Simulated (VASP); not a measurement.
# GeCN2 (R-3m) in VASP: equation of state

Aim: energy against volume of GeCN2 in PBEsol, for its equilibrium volume and stiffness.

Everything below comes from runs of VASP 6.6.1. Logs are shortened: lines on timing, memory, paths and dates and some standing lists are left out, and cuts for length are marked.

### Step 1. The structure

Symmetry: R-3m, No. 166, trigonal system. Conventional cell: a = 3.588 Å, b = 3.588 Å, c = 14.766 Å, α = 90.00°, β = 90.00°, γ = 120.00°. Around Ge (site symmetry -3m) lie 6 N at 2.40 Å. Around N (site symmetry 3m) lie 1 C at 1.24 Å. Around C (site symmetry -3m) lie 2 N at 1.24 Å.

The cell comes from a database or a generator and needn't be the stable form of this composition.

### Step 2. Equation of state, PBEsol, 12.89 Å³/atom (volume scaled by 0.94)

Input file INCAR:

```
  ALGO = Normal
  EDIFF = 1E-7
  ENCUT = 520
  GGA = PS
  ISIF = 2
  ISMEAR = -1
  LASPH = True
  LCHARG = False
  LREAL = False
  LWAVE = False
  NBANDS = 22
  NELM = 60
  PREC = Accurate
  SIGMA = 0.05
```

Input file KPOINTS:

```
k-points
0
Gamma
  9 9 9
```

Input file POSCAR:

```
GeCN2
1.0
    1.7571721281      1.0145038012      4.8214809130
   -1.7571721281      1.0145038012      4.8214809130
    0.0000000000     -2.0290076023      4.8214809130
Ge N C
1 2 1
Direct
    0.0000000000      0.0000000000      0.0000000000
    0.5839044000      0.5839044000      0.5839044000
    0.4160956000      0.4160956000      0.4160956000
    0.5000000000      0.5000000000      0.5000000000
```

Potentials or basis: VASP PAW PBE potentials, release 64 (Ge_d, N, C).

Started as:

```
cat potpaw_PBE.64/Ge_d/POTCAR potpaw_PBE.64/N/POTCAR potpaw_PBE.64/C/POTCAR > POTCAR
mpirun -np 1 vasp_std > vasp.out
```

OUTCAR:

```text
EDIFF = 1E-7
   ENCUT = 520
   GGA = PS
   ISIF = 2
   ISMEAR = -1
   LASPH = True
   LREAL = False
   NELM = 60
   PREC = Accurate

 Found     85 irreducible k-points:

 Following reciprocal coordinates:
            Coordinates               Weight
  0.000000  0.000000  0.000000      1.000000
  0.111111 -0.000000 -0.000000      6.000000
  0.222222 -0.000000 -0.000000      6.000000
  0.333333 -0.000000 -0.000000      6.000000
  0.444444 -0.000000 -0.000000      6.000000
  0.111111  0.111111 -0.000000      6.000000
   k-points           NKPTS =     85   k-points in BZ     NKDIM =     85   number of bands    NBANDS=     22
   number of dos      NEDOS =    301   number of ions     NIONS =      4
   total plane-waves  NPLWV =  64000
   dimension x,y,z NGX =    40 NGY =   40 NGZ =   40
   dimension x,y,z NGXF=    80 NGYF=   80 NGZF=   80
   ions per type =               1   2   1
   NGX,Y,Z   is equivalent  to a cutoff of  12.71, 12.71, 12.71 a.u.
   NGXF,Y,Z  is equivalent  to a cutoff of  25.42, 25.42, 25.42 a.u.
 SYSTEM =  unknown system
   PREC   = accura    normal or accurate (medium, high low for compatibility)
   ISTART =      0    job   : 0-new  1-cont  2-samecut
   ICHARG =      2    charge: 1-file 2-atom 10-const
   ISPIN  =      1    spin polarized calculation?
   LNONCOLLINEAR =      F non collinear calculations
   LSORBIT =      F    spin-orbit coupling
   LASPH  =      T    aspherical Exc in radial PAW
   ENCUT  =  520.0 eV  38.22 Ry    6.18 a.u.   9.73  9.73  9.73*2*pi/ulx,y,z
   NELM   =     60;   NELMIN=  2; NELMDL= -5     # of ELM steps
   EDIFF  = 0.1E-06   stopping-criterion for ELM
   LREAL  =      F    real-space projection
   EDIFFG = 0.1E-05   stopping-criterion for IOM
   NSW    =      0    number of steps for IOM
   IBRION =     -1    ionic relax: 0-MD 1-quasi-New 2-CG
   NFREE  =      0    steps in history (QN), initial steepest desc. (CG)
   ISIF   =      2    stress and relaxation
   ISYM   =      2    0-nonsym 1-usesym 2-fastsym
   POTIM  = 0.5000    time-step for ionic-motion
   TEBEG  =    0.0;   TEEND  =   0.0 temperature during run
   PSTRESS=    0.0 pullay stress
   NELECT =      28.0000    total number of electrons
   NUPDOWN=      -1.0000    fix difference up-down
   EMIN   =  10.00;   EMAX   =-10.00  energy-range for DOS
   EFERMI =   0.00;   METHOD = LEGACY
   ISMEAR =    -1;   SIGMA  =   0.05  broadening in eV -4-tet -1-fermi 0-gaus
   EFERMI_NEDOS =   21; number of points for ismear=-14 and -15
   IALGO  =     38    algorithm
   IMIX   =      4    mixing-type and parameters
     AMIX     =   0.40;   BMIX     =  1.00
     AMIX_MAG =   1.60;   BMIX_MAG =  1.00
  volume/ion in A,a.u.               =      12.89        87.00
  Fermi-wavevector in a.u.,A,eV,Ry     =   1.335552  2.523828 24.268716  1.783700
  Thomas-Fermi vector in A             =   2.464248
   LORBIT       =      0    0 simple, 1 ext, 2 COOP (PROOUT), +10 PAW based schemes
   GGA     = PS    functional components
   LHFCALC =     F    Hartree Fock is set to
   AEXX    =    0.0000 exact exchange contribution
   IVDW    =     0    specifies the selected vdW correction
   LEPSILON=     F    determine dielectric tensor
   LRPA    =     F    only Hartree local field effects (RPA)
 non-spin polarized calculation
  energy-cutoff  :      520.00
  volume of cell :       51.57
 maximum number of plane-waves:      1421
   NGX = 19   NGY = 19   NGZ = 19

 number of electron      28.0000000 magnetization

 Free energy of the ion-electron system (eV)
  ---------------------------------------------------
  ext. energy  EPLUGINS =         0.00000000
  ---------------------------------------------------
  free energy    TOTEN  =       -30.56945695 eV

  energy without entropy =      -30.56945368  energy(sigma->0) =      -30.56945531

 E-fermi :   4.6053     XC(G=0): -10.2044

 val. band max:        4.1314611625   @ k =  -0.4444  -0.4444   0.2222
 cond. band min:       4.9760368245   @ k =   0.4444   0.4444   0.4444
 fundamental gap:      0.8445756620
 Fermi energy:         4.6052619275

 k-point     1 :       0.0000    0.0000    0.0000
  band No.  band energies     occupation
      1     -20.5306      2.00000
      2     -20.5259      2.00000
      3     -20.5259      2.00000
      4     -20.5142      2.00000
      5     -20.5142      2.00000
      6     -15.6851      2.00000
[... 14 lines left out ...]
     21      14.3830      0.00000
     22      14.7382      0.00000

 k-point     2 :       0.1111   -0.0000   -0.0000
  band No.  band energies     occupation
      1     -20.5296      2.00000
      2     -20.5268      2.00000
      3     -20.5234      2.00000
      4     -20.5161      2.00000
      5     -20.5145      2.00000
      6     -15.6397      2.00000
[... 14 lines left out ...]
     21      13.3639      0.00000
     22      14.8507      0.00000

 k-point     3 :       0.2222   -0.0000   -0.0000
  band No.  band energies     occupation
      1     -20.5336      2.00000
      2     -20.5242      2.00000
      3     -20.5191      2.00000
      4     -20.5181      2.00000
      5     -20.5145      2.00000
      6     -15.5216      2.00000
[... 14 lines left out ...]
     21      12.1770      0.00000
     22      15.6503      0.00000

 k-point     4 :       0.3333   -0.0000   -0.0000
  band No.  band energies     occupation
      1     -20.5406      2.00000
      2     -20.5249      2.00000
      3     -20.5176      2.00000
      4     -20.5165      2.00000
      5     -20.5087      2.00000
      6     -15.3811      2.00000
[... 14 lines left out ...]
     21      12.6532      0.00000
     22      16.0906      0.00000

 k-point     5 :       0.4444   -0.0000   -0.0000
  band No.  band energies     occupation
      1     -20.5456      2.00000
      2     -20.5266      2.00000
      3     -20.5183      2.00000
      4     -20.5132      2.00000
      5     -20.5040      2.00000
      6     -15.2856      2.00000
[... 14 lines left out ...]
     21      13.7500      0.00000
     22      15.7368      0.00000

 k-point     6 :       0.1111    0.1111   -0.0000
  band No.  band energies     occupation
      1     -20.5296      2.00000
      2     -20.5268      2.00000
      3     -20.5234      2.00000
      4     -20.5161      2.00000
      5     -20.5145      2.00000
      6     -15.6324      2.00000
[... 14 lines left out ...]
     21      13.3150      0.00000
     22      14.8247      0.00000

 [... further k-points ...]

------------------------ aborting loop because EDIFF is reached ----------------------------------------

  FORCE on cell =-STRESS in cart. coord.  units (eV):
  Direction    XX          YY          ZZ          XY          YZ          ZX
  --------------------------------------------------------------------------------------
  -------------------------------------------------------------------------------------
  Total       -0.0237753     -0.0237753      5.6232097      0.0000000      0.0000000      0.0000000
  in kB       -0.7386481     -0.7386481    174.7009118      0.0000000      0.0000000      0.0000000
  external PRESSURE =      57.7412052 kB  Pullay stress =       0.0000000 kB

 VOLUME and BASIS-vectors are now :
 -----------------------------------------------------------------------------
  energy-cutoff  :      520.00
  volume of cell :       51.57
      direct lattice vectors                 reciprocal lattice vectors
     1.757172128  1.014503801  4.821480913     0.284548105  0.164283925  0.069135052
    -1.757172128  1.014503801  4.821480913    -0.284548105  0.164283925  0.069135052
     0.000000000 -2.029007602  4.821480913     0.000000000 -0.328567851  0.069135052

 POSITION                                       TOTAL-FORCE (eV/Angst)
 -----------------------------------------------------------------------------------
      0.00000      0.00000      0.00000         0.000000     -0.000000     -0.000000
      0.00000      0.00000      8.44585         0.000000      0.000000      2.128456
      0.00000      0.00000      6.01859         0.000000     -0.000000     -2.128456
      0.00000      0.00000      7.23222        -0.000000     -0.000000     -0.000000
 -----------------------------------------------------------------------------------
    total drift:                               -0.000000      0.000000     -0.000000

  FREE ENERGIE OF THE ION-ELECTRON SYSTEM (eV)
  ---------------------------------------------------
  free  energy   TOTEN  =       -30.5694569531 eV

  energy  without entropy=      -30.5694536761  energy(sigma->0) =      -30.56945531
```

OSZICAR:

```text
N       E                     dE             d eps       ncg     rms          rms(c)
DAV:   1     0.221429364799E+03    0.22143E+03   -0.13791E+04  4674   0.261E+03
DAV:   2    -0.112425327657E+01   -0.22255E+03   -0.20754E+03  4244   0.672E+02
DAV:   3    -0.325399773698E+02   -0.31416E+02   -0.31019E+02  4550   0.139E+02
DAV:   4    -0.338340783355E+02   -0.12941E+01   -0.12931E+01  4136   0.311E+01
DAV:   5    -0.338613901879E+02   -0.27312E-01   -0.27311E-01  4700   0.494E+00    0.108E+01
DAV:   6    -0.307173433582E+02    0.31440E+01   -0.67306E+00  5420   0.244E+01    0.512E+00
DAV:   7    -0.306000887618E+02    0.11725E+00   -0.91996E-01  4534   0.591E+00    0.286E+00
DAV:   8    -0.305699119859E+02    0.30177E-01   -0.96288E-02  4350   0.260E+00    0.869E-01
DAV:   9    -0.305686640655E+02    0.12479E-02   -0.94028E-03  4334   0.623E-01    0.203E-01
DAV:  10    -0.305693326426E+02   -0.66858E-03   -0.98826E-04  4344   0.294E-01    0.733E-02
DAV:  11    -0.305694462496E+02   -0.11361E-03   -0.17342E-04  4362   0.101E-01    0.155E-02
DAV:  12    -0.305694556489E+02   -0.93993E-05   -0.25550E-05  4624   0.676E-02    0.741E-03
DAV:  13    -0.305694570398E+02   -0.13909E-05   -0.37561E-06  4418   0.141E-02    0.364E-03
DAV:  14    -0.305694569531E+02    0.86752E-07   -0.90546E-07  4926   0.135E-02
   1 F= -.30569457E+02 E0= -.30569455E+02  d E =-.327702E-05
```

stdout:

```text
POSCAR found type information on POSCAR GeN C
 POSCAR found :  3 types and       4 ions
 scaLAPACK will be used
 -----------------------------------------------------------------------------
|                                                                             |
|                                                                             |
|     You enforced a specific xc type in the INCAR file but a different       |
|     I HOPE YOU KNOW WHAT YOU ARE DOING!                                     |
|                                                                             |
 -----------------------------------------------------------------------------

 LDA part: xc-table for (Slater+PW92), standard interpolation
 POSCAR, INCAR and KPOINTS ok, starting setup
 FFT: planning ... GRIDC
 FFT: planning ... GRID_SOFT
 FFT: planning ... GRID
 WAVECAR not read
 entering main loop
```

Run time: 92 s. Hardware: 1 thread of Intel Xeon 6975P-C (Granite Rapids), shared host; peak memory 0.29 GiB.

Results:

```yaml
Free_energy: -30.5695 eV
Pressure: 5.8 GPa
Largest_force: 2.128 eV/Å
Band_gap_on_the_k_mesh: 0.84 eV, indirect (least direct gap 1.55 eV)
```

Caveat: the standard files for N, O and F lose accuracy on very short bonds; the PAW data sets were made with another functional, which shifts forces and pressure a little; an odd mesh through Γ misses points on the zone boundary, where band edges often lie.

### Step 3. Equation of state, PBEsol, 13.17 Å³/atom (volume scaled by 0.96)

INCAR is that of step 2.

KPOINTS is that of step 2.

Input file POSCAR:

```
GeCN2
1.0
    1.7695469874      1.0216484295      4.8554361226
   -1.7695469874      1.0216484295      4.8554361226
    0.0000000000     -2.0432968590      4.8554361226
Ge N C
1 2 1
Direct
    0.0000000000      0.0000000000      0.0000000000
    0.5839044000      0.5839044000      0.5839044000
    0.4160956000      0.4160956000      0.4160956000
    0.5000000000      0.5000000000      0.5000000000
```

Potentials or basis: VASP PAW PBE potentials, release 64 (Ge_d, N, C).

Started as:

```
cat potpaw_PBE.64/Ge_d/POTCAR potpaw_PBE.64/N/POTCAR potpaw_PBE.64/C/POTCAR > POTCAR
mpirun -np 1 vasp_std > vasp.out
```

It took 88 s on 1 thread of Intel Xeon 6975P-C (Granite Rapids), shared host; peak memory 0.29 GiB.

The run converged. Its results:

```
Free energy            : -30.5987 eV
Pressure               : 2.5 GPa
Largest force          : 1.436 eV/Å
Band gap on the k mesh : 0.90 eV, indirect (least direct gap 1.65 eV)
```

Caveat: the standard files for N, O and F lose accuracy on very short bonds; the PAW data sets were made with another functional, which shifts forces and pressure a little; an odd mesh through Γ misses points on the zone boundary, where band edges often lie.

### Step 4. Equation of state, PBEsol, 13.44 Å³/atom (volume scaled by 0.98)

INCAR is that of step 3.

KPOINTS is that of step 3.

Input file POSCAR:

```
GeCN2
1.0
    1.7817511454      1.0286945034      4.8889229472
   -1.7817511454      1.0286945034      4.8889229472
    0.0000000000     -2.0573890068      4.8889229472
Ge N C
1 2 1
Direct
    0.0000000000      0.0000000000      0.0000000000
    0.5839044000      0.5839044000      0.5839044000
    0.4160956000      0.4160956000      0.4160956000
    0.5000000000      0.5000000000      0.5000000000
```

Started as:

```
cat potpaw_PBE.64/Ge_d/POTCAR potpaw_PBE.64/N/POTCAR potpaw_PBE.64/C/POTCAR > POTCAR
mpirun -np 1 vasp_std > vasp.out
```

Run time: 89 s. Hardware: 1 thread of Intel Xeon 6975P-C (Granite Rapids), shared host; peak memory 0.29 GiB.

It converged, with:

| Item | Value |
| --- | --- |
| Free energy | -30.6067 eV |
| Pressure | -0.4 GPa |
| Largest force | 0.790 eV/Å |
| Band gap on the k mesh | 0.95 eV, indirect (least direct gap 1.74 eV) |

Caveat: the standard files for N, O and F lose accuracy on very short bonds; the PAW data sets were made with another functional, which shifts forces and pressure a little; an odd mesh through Γ misses points on the zone boundary, where band edges often lie.

### Step 5. Equation of state, PBEsol, 13.99 Å³/atom (volume scaled by 1.02)

INCAR is that of step 4.

KPOINTS is that of step 4.

Input file POSCAR:

```
GeCN2
1.0
    1.8056701223      1.0425041312      4.9545539055
   -1.8056701223      1.0425041312      4.9545539055
    0.0000000000     -2.0850082624      4.9545539055
Ge N C
1 2 1
Direct
    0.0000000000      0.0000000000      0.0000000000
    0.5839044000      0.5839044000      0.5839044000
    0.4160956000      0.4160956000      0.4160956000
    0.5000000000      0.5000000000      0.5000000000
```

Started as:

```
cat potpaw_PBE.64/Ge_d/POTCAR potpaw_PBE.64/N/POTCAR potpaw_PBE.64/C/POTCAR > POTCAR
mpirun -np 1 vasp_std > vasp.out
```

Wall time 81 s (1 thread of Intel Xeon 6975P-C (Granite Rapids), shared host); peak memory 0.28 GiB.

Results (log left out):

* Free energy: -30.5671 eV
* Pressure: -5.5 GPa
* Largest force: 0.370 eV/Å
* Band gap on the k mesh: 1.05 eV, indirect (least direct gap 1.89 eV)

Caveat: the standard files for N, O and F lose accuracy on very short bonds; the PAW data sets were made with another functional, which shifts forces and pressure a little; an odd mesh through Γ misses points on the zone boundary, where band edges often lie.

### Step 6. Equation of state, PBEsol, 14.26 Å³/atom (volume scaled by 1.04)

INCAR is that of step 5.

KPOINTS is that of step 5.

Input file POSCAR:

```
GeCN2
1.0
    1.8173955815      1.0492738282      4.9867272349
   -1.8173955815      1.0492738282      4.9867272349
    0.0000000000     -2.0985476564      4.9867272349
Ge N C
1 2 1
Direct
    0.0000000000      0.0000000000      0.0000000000
    0.5839044000      0.5839044000      0.5839044000
    0.4160956000      0.4160956000      0.4160956000
    0.5000000000      0.5000000000      0.5000000000
```

Potentials or basis: VASP PAW PBE potentials, release 64 (Ge_d, N, C).

Started as:

```
cat potpaw_PBE.64/Ge_d/POTCAR potpaw_PBE.64/N/POTCAR potpaw_PBE.64/C/POTCAR > POTCAR
mpirun -np 1 vasp_std > vasp.out
```

Run time: 96 s. Hardware: 1 thread of Intel Xeon 6975P-C (Granite Rapids), shared host; peak memory 0.3 GiB.

The run converged. Its results:

- Free energy: -30.5229 eV
- Pressure: -7.7 GPa
- Largest force: 0.893 eV/Å
- Band gap on the k mesh: 1.09 eV, indirect (least direct gap 1.95 eV)

Caveat: the standard files for N, O and F lose accuracy on very short bonds; the PAW data sets were made with another functional, which shifts forces and pressure a little; an odd mesh through Γ misses points on the zone boundary, where band edges often lie.

[end of part 1 of 2]
